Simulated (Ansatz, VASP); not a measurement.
## ZnSe (Stilleite) in two plane-wave programs

Aim: how closely do two programs agree when they are given the same cell, functional and k mesh? The cell is taken from a series of runs on this material, whose earlier steps may have relaxed, scaled, displaced or heated it; both programs get it as it stands.

Calculated with Ansatz 0.2.0; plane waves, with VASP 6.6.1 beside it; single point at r2SCAN, spin-orbit coupling.

## (1) Starting point

It takes space group F-43m (No. 216, cubic). The conventional cell has a = 5.430 Å, b = 5.430 Å, c = 5.430 Å, α = 90.00°, β = 90.00°, γ = 90.00°. Zn has 4 Se at 2.35 Å nearest. Se has 4 Zn at 2.35 Å nearest. Farther neighbours and most contacts between anions are not listed.

## (2) VASP: single point, r2SCAN, spin-orbit coupling, pair 1

With cell and atoms fixed, the geometry can't cause a difference; cores, projectors, grids and the points listed under the comparison can.

Lines of VASP's logs that name or quote its potential files are left out, and so is its time.

INCAR reads:

```
SYSTEM = ZnSe
PREC = Accurate
ENCUT = 440
EDIFF = 1E-06
NELM = 200
ISMEAR = 0
SIGMA = 0.01
LREAL = .FALSE.
ALGO = Normal
METAGGA = R2SCAN
LASPH = .TRUE.
LNONCOLLINEAR = .TRUE.
MAGMOM = 0 0 0 0 0 0
NBANDS = 30
GGA_COMPAT = .FALSE.
LSORBIT = .TRUE.
LORBIT = 11
LWAVE = .FALSE.
LCHARG = .FALSE.
ISIF = 2
EFERMI = MIDGAP
LMIXTAU = .TRUE.
KPAR = 2
```

POSCAR reads:

```
ZnSe
1.0
    0.0000000000      2.7152375425      2.7152375425
    2.7152375425      0.0000000000      2.7152375425
    2.7152375425      2.7152375425      0.0000000000
Zn Se
1 1
Direct
    0.0000000000      0.0000000000      0.0000000000
    0.7500000000      0.7500000000      0.7500000000
```

KPOINTS reads:

```
Automatic mesh
0
Gamma
6 6 6
0 0 0
```

The projector-augmented-wave data sets are Zn and Se (PBE family, release 64).

The run is started by

```bash
$ mpirun -np 2 vasp_ncl
```

Numbers of over 12 decimals in the logs are rounded to 6 here.

The log of the run:

```text
[banner, memory and clock lines left out]
running    2 mpi-ranks, on    1 nodes
 distrk:  each k-point on    1 cores,    2 groups
 distr:  one band on    1 cores,    1 groups

 POSCAR found type information on POSCAR ZnSe
 POSCAR found :  2 types and       2 ions
|                                                                             |
|               ----> ADVICE to this user running VASP <----                  |
|                                                                             |
|     You enforced a specific xc type in the INCAR file but a different       |
|     [... a line on the potential file left out ...]
|     I HOPE YOU KNOW WHAT YOU ARE DOING!                                     |
|                                                                             |

 LDA part: xc-table for (None), standard interpolation
 POSCAR, INCAR and KPOINTS ok, starting setup
 FFT: planning ... GRIDC
 FFT: planning ... GRID_SOFT
 FFT: planning ... GRID
 WAVECAR not read
 entering main loop
       N       E                     dE             d eps       ncg     rms          rms(c)
DAV:   1     0.100151584364E+03    0.10015E+03   -0.76632E+03  1320   0.130E+03
DAV:   2    -0.149642888011E+02   -0.11512E+03   -0.10809E+03  1332   0.311E+02
DAV:   3    -0.272339093873E+02   -0.12270E+02   -0.12116E+02  1564   0.101E+02
DAV:   4    -0.274739721404E+02   -0.24006E+00   -0.23979E+00  1526   0.148E+01
DAV:   5    -0.274749880203E+02   -0.10159E-02   -0.10159E-02  1472   0.938E-01    0.646E+00
DAV:   6    -0.246843696655E+02    0.27906E+01   -0.14866E+00  1604   0.393E+01    0.569E+00
DAV:   7    -0.246286204740E+02    0.55749E-01   -0.52584E-01  1486   0.143E+01    0.256E+00
DAV:   8    -0.247282479938E+02   -0.99628E-01   -0.13230E-01  1338   0.414E+00    0.820E-01
DAV:   9    -0.246474764217E+02    0.80772E-01   -0.12295E-01  1326   0.317E+00    0.243E-01
DAV:  10    -0.247502848521E+02   -0.10281E+00   -0.45584E-02  1320   0.191E+00    0.130E-01
DAV:  11    -0.247529135310E+02   -0.26287E-02   -0.17621E-03  1530   0.497E-01    0.620E-02
DAV:  12    -0.247528060117E+02    0.10752E-03   -0.14818E-04  1560   0.179E-01    0.301E-02
DAV:  13    -0.247529453745E+02   -0.13936E-03   -0.71925E-05  1416   0.103E-01    0.129E-02
DAV:  14    -0.247529409097E+02    0.44648E-05   -0.64684E-06  1546   0.310E-02    0.346E-03
DAV:  15    -0.247529376957E+02    0.32140E-05   -0.32887E-06  1556   0.341E-02    0.245E-03
DAV:  16    -0.247529426791E+02   -0.49833E-05   -0.19305E-06  1380   0.137E-02    0.229E-03
DAV:  17    -0.247529421485E+02    0.53055E-06   -0.43808E-07   812   0.134E-02
   1 F= -.24752942E+02 E0= -.24752942E+02  d E =0.000000E+00  mag=     0.0000    -0.0000    -0.0000
```

Parts of OUTCAR (step 2):

```text
ion  position               nearest neighbor table
   1  0.000  0.000  0.000-   2 2.35   2 2.35   2 2.35   2 2.35
   2  0.750  0.750  0.750-   1 2.35   1 2.35   1 2.35   1 2.35

  LATTYP: Found a face centered cubic cell.
 ALAT       =     5.4304750850

 Subroutine GETGRP returns: Found 24 space group operations
 (whereof 24 operations were pure point group operations)

The static configuration has the point symmetry T_d .

 Found     22 irreducible k-points:

   k-points           NKPTS =     22   k-points in BZ     NKDIM =     22   number of bands    NBANDS=     30

   dimension x,y,z NGX =    28 NGY =   28 NGZ =   28
   dimension x,y,z NGXF=    56 NGYF=   56 NGZF=   56

   ENCUT  =  440.0 eV  32.34 Ry    5.69 a.u.   6.57  6.57  6.57*2*pi/ulx,y,z

   NELECT =      18.0000    total number of electrons

 k-points in reciprocal lattice and weights: Automatic mesh
   0.00000000  0.00000000  0.00000000       0.005
   0.16666667  0.00000000  0.00000000       0.019
  -0.16666667  0.00000000  0.00000000       0.019
   0.33333333  0.00000000  0.00000000       0.019
  -0.33333333  0.00000000  0.00000000       0.019
   0.50000000  0.00000000  0.00000000       0.019
   0.16666667  0.16666667  0.00000000       0.028
   0.33333333  0.16666667  0.00000000       0.056
  -0.33333333 -0.16666667  0.00000000       0.056
[...]
-0.33333333  0.33333333  0.16666667       0.111
  -0.33333333  0.50000000  0.16666667       0.056

 average (electrostatic) potential at core
       1 -41.8182       2 -59.5350

 E-fermi :   3.7881

 k-point     1 :       0.0000    0.0000    0.0000
  band No.  band energies     occupation
    ...
     14       2.2494      1.00000
     15       2.6259      1.00000
     16       2.6259      1.00000
     17       2.6259      1.00000
     18       2.6259      1.00000
     19       4.9503      0.00000
     20       4.9503      0.00000
     21       8.6307      0.00000
     22       8.6307      0.00000
     23       8.7795      0.00000
    ...

 k-point     2 :       0.1667    0.0000    0.0000
  band No.  band energies     occupation
    ...
     14       0.4468      1.00000
     15       2.0645      1.00000
     16       2.0645      1.00000
     17       2.2904      1.00000
     18       2.3059      1.00000
     19       6.0625      0.00000
     20       6.0625      0.00000
     21       9.0385      0.00000
     22       9.0385      0.00000
     23       9.1671      0.00000
    ...

 k-point     3 :      -0.1667    0.0000    0.0000
  band No.  band energies     occupation
    ...
     14       0.4468      1.00000
     15       2.0645      1.00000
     16       2.0645      1.00000
     17       2.2904      1.00000
     18       2.3059      1.00000
     19       6.0625      0.00000
     20       6.0625      0.00000
     21       9.0385      0.00000
     22       9.0385      0.00000
     23       9.1671      0.00000
    ...

  Total        2.7700223      2.7700223      2.7700223     -0.0000000     -0.0000000     -0.0000000
  in kB      110.8511926    110.8511926    110.8511926     -0.0000000     -0.0000000     -0.0000000
  external PRESSURE =     110.8511926 kB  Pullay stress =       0.0000000 kB

  energy-cutoff  :      440.00
  volume of cell :       40.04
      direct lattice vectors                 reciprocal lattice vectors
     0.000000000  2.715237543  2.715237543    -0.184145951  0.184145951  0.184145951
     2.715237543  0.000000000  2.715237543     0.184145951 -0.184145951  0.184145951
     2.715237543  2.715237543  0.000000000     0.184145951  0.184145951 -0.184145951

 POSITION                                       TOTAL-FORCE (eV/Angst)
 -----------------------------------------------------------------------------------
      0.00000      0.00000      0.00000         0.000000      0.000000      0.000000
      4.07286      4.07286      4.07286        -0.000000     -0.000000     -0.000000
 -----------------------------------------------------------------------------------
    total drift:                                0.000000      0.000000      0.000000

  FREE ENERGIE OF THE ION-ELECTRON SYSTEM (eV)
  ---------------------------------------------------
  free  energy   TOTEN  =       -24.7529421485 eV

  energy  without entropy=      -24.7529421485  energy(sigma->0) =      -24.75294215

 Spin-Orbit-Coupling matrix elements
 Ion:    1  E_soc:     -0.0088242
 Ion:    2  E_soc:     -0.0334505

 total charge
# of ion       s       p       d       tot
------------------------------------------
    1        0.549   0.557   9.818  10.923
    2        1.427   2.565   0.044   4.035
--------------------------------------------------
tot          1.975   3.121   9.861  14.958

 magnetization (x)
# of ion       s       p       d       tot
------------------------------------------
    1       -0.000  -0.000  -0.000  -0.000
    2       -0.000  -0.000   0.000  -0.000
--------------------------------------------------
tot         -0.000  -0.000  -0.000  -0.000

 magnetization (y)
# of ion       s       p       d       tot
------------------------------------------
    1        0.000   0.000   0.000   0.000
    2        0.000   0.000   0.000   0.000
--------------------------------------------------
tot          0.000   0.000   0.000   0.000

 magnetization (z)
# of ion       s       p       d       tot
------------------------------------------
    1       -0.000   0.000   0.000  -0.000
    2       -0.000  -0.000  -0.000  -0.000
--------------------------------------------------
tot         -0.000   0.000   0.000  -0.000

[... 3 further parts left out ...]
```

The run ends at a pressure of 11.09 GPa.

## (3) Ansatz: single point, r2SCAN, spin-orbit coupling, pair 1

Ansatz runs on its PAW fully relativistic soft_1 files.

The same cell, functional, mesh and smearing now go to Ansatz, which takes its cutoff from its data sets.

input.yaml reads:

```yaml
crystal:
  lattice:
    - [0.0, 2.7152375425, 2.7152375425]
    - [2.7152375425, 0.0, 2.7152375425]
    - [2.7152375425, 2.7152375425, 0.0]
  atoms:
    - { symbol: Zn, position: [0.0, 0.0, 0.0] }
    - { symbol: Se, position: [0.75, 0.75, 0.75] }
kpoints:
  mp_grid: { grid: [6, 6, 6] }
hamiltonian:
  xc: r2scan
  pseudopotentials: { kind: paw_fr, azcp: { folder: soft_1 } }
scf:
  occupations: { method: gaussian, width: 0.01 }
  n_extra_bands: 16
output:
  eigenvalues: true
  eigenstates:
    kpoints:
      - [0.0, 0.0, 0.0]
      - [0.0, 0.003457148, 0.003457148]
      - [0.003457148, 0.0, 0.003457148]
      - [0.003457148, 0.003457148, 0.0]
      - [0.002444573, 0.002444573, 0.004889145]
      - [-0.002444573, 0.002444573, 0.0]
      - [0.002444573, 0.004889145, 0.002444573]
      - [-0.002444573, 0.0, 0.002444573]
      - [0.004889145, 0.002444573, 0.002444573]
      - [0.0, -0.002444573, 0.002444573]
      - [0.00399197, 0.00399197, 0.00399197]
      - [0.0, 0.0, 0.00399197]
      - [0.0, 0.00399197, 0.0]
      - [0.00399197, 0.0, 0.0]
      - [0.0, -0.003457148, -0.003457148]
      - [-0.003457148, 0.0, -0.003457148]
      - [-0.003457148, -0.003457148, 0.0]
      - [-0.002444573, -0.002444573, -0.004889145]
      - [0.002444573, -0.002444573, 0.0]
      - [-0.002444573, -0.004889145, -0.002444573]
      - [0.002444573, 0.0, -0.002444573]
      - [-0.004889145, -0.002444573, -0.002444573]
      - [0.0, 0.002444573, -0.002444573]
      - [-0.00399197, -0.00399197, -0.00399197]
      - [0.0, 0.0, -0.00399197]
      - [0.0, -0.00399197, 0.0]
      - [-0.00399197, 0.0, 0.0]
      - [0.0, 0.012964304, 0.012964304]
      - [0.012964304, 0.0, 0.012964304]
      - [0.012964304, 0.012964304, 0.0]
      - [0.009167147, 0.009167147, 0.018334295]
      - [-0.009167147, 0.009167147, 0.0]
      - [0.009167147, 0.018334295, 0.009167147]
      - [-0.009167147, 0.0, 0.009167147]
      - [0.018334295, 0.009167147, 0.009167147]
      - [0.0, -0.009167147, 0.009167147]
      - [0.014969889, 0.014969889, 0.014969889]
      - [0.0, 0.0, 0.014969889]
      - [0.0, 0.014969889, 0.0]
      - [0.014969889, 0.0, 0.0]
      - [0.0, -0.012964304, -0.012964304]
      - [-0.012964304, 0.0, -0.012964304]
      - [-0.012964304, -0.012964304, 0.0]
      - [-0.009167147, -0.009167147, -0.018334295]
      - [0.009167147, -0.009167147, 0.0]
      - [-0.009167147, -0.018334295, -0.009167147]
      - [0.009167147, 0.0, -0.009167147]
      - [-0.018334295, -0.009167147, -0.009167147]
      - [0.0, 0.009167147, -0.009167147]
      - [-0.014969889, -0.014969889, -0.014969889]
      - [0.0, 0.0, -0.014969889]
      - [0.0, -0.014969889, 0.0]
      - [-0.014969889, 0.0, 0.0]
      - [0.0, 0.0, 0.0]
      - [0.0, 0.003457148, 0.003457148]
      - [0.003457148, 0.0, 0.003457148]
      - [0.003457148, 0.003457148, 0.0]
      - [0.002444573, 0.002444573, 0.004889145]
      - [-0.002444573, 0.002444573, 0.0]
      - [0.002444573, 0.004889145, 0.002444573]
      - [-0.002444573, 0.0, 0.002444573]
      - [0.004889145, 0.002444573, 0.002444573]
      - [0.0, -0.002444573, 0.002444573]
      - [0.00399197, 0.00399197, 0.00399197]
      - [0.0, 0.0, 0.00399197]
      - [0.0, 0.00399197, 0.0]
      - [0.00399197, 0.0, 0.0]
      - [0.0, -0.003457148, -0.003457148]
      - [-0.003457148, 0.0, -0.003457148]
      - [-0.003457148, -0.003457148, 0.0]
      - [-0.002444573, -0.002444573, -0.004889145]
      - [0.002444573, -0.002444573, 0.0]
      - [-0.002444573, -0.004889145, -0.002444573]
      - [0.002444573, 0.0, -0.002444573]
      - [-0.004889145, -0.002444573, -0.002444573]
      - [0.0, 0.002444573, -0.002444573]
      - [-0.00399197, -0.00399197, -0.00399197]
      - [0.0, 0.0, -0.00399197]
      - [0.0, -0.00399197, 0.0]
      - [-0.00399197, 0.0, 0.0]
      - [0.0, 0.012964304, 0.012964304]
      - [0.012964304, 0.0, 0.012964304]
      - [0.012964304, 0.012964304, 0.0]
      - [0.009167147, 0.009167147, 0.018334295]
      - [-0.009167147, 0.009167147, 0.0]
      - [0.009167147, 0.018334295, 0.009167147]
      - [-0.009167147, 0.0, 0.009167147]
      - [0.018334295, 0.009167147, 0.009167147]
      - [0.0, -0.009167147, 0.009167147]
      - [0.014969889, 0.014969889, 0.014969889]
      - [0.0, 0.0, 0.014969889]
      - [0.0, 0.014969889, 0.0]
      - [0.014969889, 0.0, 0.0]
      - [0.0, -0.012964304, -0.012964304]
      - [-0.012964304, 0.0, -0.012964304]
      - [-0.012964304, -0.012964304, 0.0]
      - [-0.009167147, -0.009167147, -0.018334295]
      - [0.009167147, -0.009167147, 0.0]
      - [-0.009167147, -0.018334295, -0.009167147]
      - [0.009167147, 0.0, -0.009167147]
      - [-0.018334295, -0.009167147, -0.009167147]
      - [0.0, 0.009167147, -0.009167147]
      - [-0.014969889, -0.014969889, -0.014969889]
      - [0.0, 0.0, -0.014969889]
      - [0.0, -0.014969889, 0.0]
      - [-0.014969889, 0.0, 0.0]
magnetization:
  noncollinear: true
  spin_orbit: true
checkpoint:
  read: start.run
  write: ck
  compress: false
  write_wavefunctions: false
  write_every: 100000
```

The run is started by

```bash
$ ansatz run input.yaml --threads 4 --pin off --max-ram 9216MiB --backend cpu --events-out ev --progress --plain --runs-dir out
```

The log of the run:

```text
scf.n_extra_bands = 16 over 28 filled bands (N_el = 28.0): the run solves 44 bands
Engine: ansatz 0.2.0, x86_64-unknown-linux-gnu
Pseudopotentials: kind: paw_fr
Pseudopotential: Zn, paw, valence charge 12, recommended cutoff 500 eV (meta_gga), soft_1/Zn.paw.azcp
Pseudopotential: Se, paw, valence charge 16, recommended cutoff 500 eV (meta_gga), soft_1/Se.paw.azcp
Functional definition: r2SCAN
  parameter k0 = 0.174
  parameter k1 = 0.065
  parameter a1 = 4.9479
  exchange = r2scan_x(k0 = k0, k1 = k1, a1 = a1)
  correlation = r2scan_c
non-collinear run that drives no moment, with spin-orbit: no starting moment large enough to seed its density (crystal.atoms[].spin), no starting occupations that ask for one, no magnetisation constraint and no magnetic field, so the semilocal B_xc is pinned to zero
Crystal: 2 atoms, lattice volume = 40.036 Å³
Basis set: ecut = 500 eV, 965 PW (Γ), exchange–correlation on 120×120×120 points (64 copies of the dense FFT grid, shifted against one another)
Bands: 44, of which v1, the nominal top of the filled ones, is band 28 counted from 1 (27 counted from 0)
Symmetry: 24 space group operations + 24 with time reversal
Magnetic group: BNS 216.75 (UNI 1577), of the structure as read, at distance tolerance 3.4e-5 Å
k-points: 16 of 216 (time reversal used)
Projection manifold: j_resolved (fully-relativistic pseudo-atomic orbitals)
Non-local potential: Zn, projectors of the file, resolved by j, l = 0: 2, l = 1: 4, l = 2: 6, l = 3: 2
Non-local potential: Se, projectors of the file, resolved by j, l = 0: 2, l = 1: 4, l = 2: 6, l = 3: 2
PAW form: soft (Blöchl's): semilocal exchange-correlation on the pseudo side does not see the compensation charge
PAW frozen core: Zn, regenerated for the run's functional (the file was generated under x = pbe(κ = 0.804, μ = 0.219515), c = pbe(β = 0.066725))
PAW frozen core: Se, regenerated for the run's functional (the file was generated under x = pbe(κ = 0.804, μ = 0.219515), c = pbe(β = 0.066725))
PAW one-centre angular grid: Zn, 590 points (default); XC on 224 Gauss nodes
PAW one-centre angular grid: Se, 590 points (default); XC on 283 of its mesh's 2701 points in the sphere
Initial density: read from a saved state, or passed on in memory by an earlier SCF of this step, an earlier step, the calling program or the single point that the run made first
Stability of the state it starts from, as read at its close in the noncollinear treatment: not read negative (Ritz values of 1 − χ₀K, real part plus size of imaginary part, from 0.95 to 1.3, by its mixing steps under the symmetry group of the SCF that read it)
Initial wavefunctions: pseudopotential atomic-orbital guess
Functional: x = r2scan, c = r2scan; τ floored in thin density (d = 2e-4 eV/Å³)
iter 1 solved again at ethr=5.94e-7 eV; its pass at ethr=3.10e-3 eV (dr2=1.66e-4 eV) is discarded
SCF iter   1: F=—  HF=-8799.827637 eV  |F-HF|=—  |Δ(HF+E_count)|=         —  Δρ=1.44e-5  dr2=1.03e-7  dr2_τ=3.95e-10  dr2_m=0.00e0 (ungated)  ethr=5.94e-7  |M|=0.00e0 ∫|m|=0.00e0 μB  |m|>n=0.0e0 m-floor=0.0e0 τ_xc=0.0e0  β_m=0.30  ⟨swp⟩=5.2  Hψ=7055  notcnv=0  defer=1
eigensolver tolerance schedule: the retry pair's looser diagonalisation over-reported the residual by 1609.08 of it (diagonalisation noise at 0.45 of the residual, at the tolerance the schedule requests for it); recorded, not acted on — ethr = c·dr2/N_el stays at c = 1.0e-1
preconditioner: auto → none  [insulator: Δε(μ)=2.308 eV  Ē_g=16.836 eV  σ=0.010 eV  W_gap=1.00  n_scr=14 (ndim 8)  ℏωp=24.9 eV  f_vac=0.082  D(μ)=0.00/eV (n_scr^D=0)  ε∞_Penn≈3.2]
SCF iter   2: F=—  HF=-8799.827637 eV  |F-HF|=—  |Δ(HF+E_count)|=   2.07e-7  Δρ=9.09e-6  dr2=3.16e-8  dr2_τ=1.86e-10  dr2_m=0.00e0 (ungated)  ethr=3.57e-10  |M|=0.00e0 ∫|m|=0.00e0 μB  |m|>n=0.0e0 m-floor=0.0e0 τ_xc=0.0e0  β_m=0.48  ⟨swp⟩=2.5  Hψ=2314  notcnv=0
SCF iter   3: F=-8799.827637 eV  HF=-8799.827637 eV  |F-HF|=1.03e-9  |Δ(HF+E_count)|=   7.09e-9  Δρ=2.44e-6  dr2=1.46e-9  dr2_τ=2.92e-11  dr2_m=0.00e0 (ungated)  ethr=1.13e-10  |M|=0.00e0 ∫|m|=0.00e0 μB  |m|>n=0.0e0 m-floor=0.0e0 τ_xc=0.0e0  ⟨swp⟩=2.0  Hψ=1880  notcnv=0
SCF 1 converged in 3 iterations: F = -8799.827637 eV  dr2 = 1.46e-9
  greatest PAW one-centre occupation: 0.999 electrons in one spin orbital (limit 2), on the Se atom at site 1 (counted from 0), in its partial waves of l = 2
NSCF: frozen V_eff on 106 k-points
SCF converged after 3 iterations
Magnetization: |M| = 0.0000 μB,  M = (+0.0000, +0.0000, +0.0000) μB
Absolute magnetization: 0.0000 μB (∫|m|)
  site 0: m = (+0.0000, +0.0000, +0.0000) μB, |m| = 0.0000 μB  (R = 0.97 Å)
  site 1: m = (+0.0000, +0.0000, +0.0000) μB, |m| = 0.0000 μB  (R = 0.97 Å)
Free energy (F): -8799.827637 eV
Harris-Foulkes:  -8799.827637 eV  (|F-HF|=1.03e-9)
Internal energy: -8799.827637 eV  (E = F + TS)
E sigma→0 (E₀):  -8799.827637 eV
Fermi energy:    9.373062 eV
--- Per-component energies (eV) ---
  E_band       = -366.397288
  E_kinetic    = 261.363941
  E_local      = -4652.603248  (includes V_loc(G=0)·N_el)
  E_nonlocal   = 471.918595
  E_hartree    = 2166.252114
  E_xc         = -152.534954
  E_vxc        = -151.075391  (∫ρ·V_xc dr)
  E_paw        = -4052.552388  (= ΣΔE_a)
  E_vpaw       = -636.028073  (= ΣTr[D̂ρ^β])
  E_aug_tail   = 0.000071  (compensation charges beyond the density's cutoff)
  E_vtau       = 7.524640  (kinetic-family band-sum trace: ∫τ·v_τ [+ j·A + Jᵃ·Aᵃ] dr)
  E_ewald      = -2839.754428
  E_core_change = -1.917341  (= ΣΔE_core)
  E_smearing   = -0.000000  (= −TS)
  E_closure    = 0.000000  (closes the sum)
  Σ components = -8799.827637   (vs F -8799.827637, Δ=0.00e0)
--- Band table (eV; the first three rows and the last of 16) ---
  k-point 0: bands = [... 24 lower, 8.2193, 8.2193, 8.2193, 8.2193, 10.5268, 10.5268, 14.2307, 14.2307, ... 12 higher]
  k-point 1: bands = [... 24 lower, 7.6572, 7.6572, 7.8836, 7.8991, 11.6408, 11.6408, 14.6270, 14.6270, ... 12 higher]
  k-point 2: bands = [... 24 lower, 7.1185, 7.1185, 7.3388, 7.3540, 11.5554, 11.5554, 15.0225, 15.0225, ... 12 higher]
  k-point 15: bands = [... 24 lower, 4.7350, 4.8465, 4.9165, 4.9257, 12.8128, 12.8345, 13.5619, 13.6393, ... 12 higher]
```

The column dr2 measures how far the density is from self-consistency, as an energy; F and HF (Harris–Foulkes) agree once it is small.

(Part 1 of 3 ends here.)

[Lines on the potential files, build, host, timing and source positions are cut from VASP's logs without a mark.]

[Logs are printed without paths, hosts, clocks, repeated set-up lines and the standing remarks that a program may print on its own settings, such as how far it seeks lower states.]

[Hosts, paths, dates, database ids (printed as entryN), source tags and the programs' standing remarks are cut or masked in the printed files.]
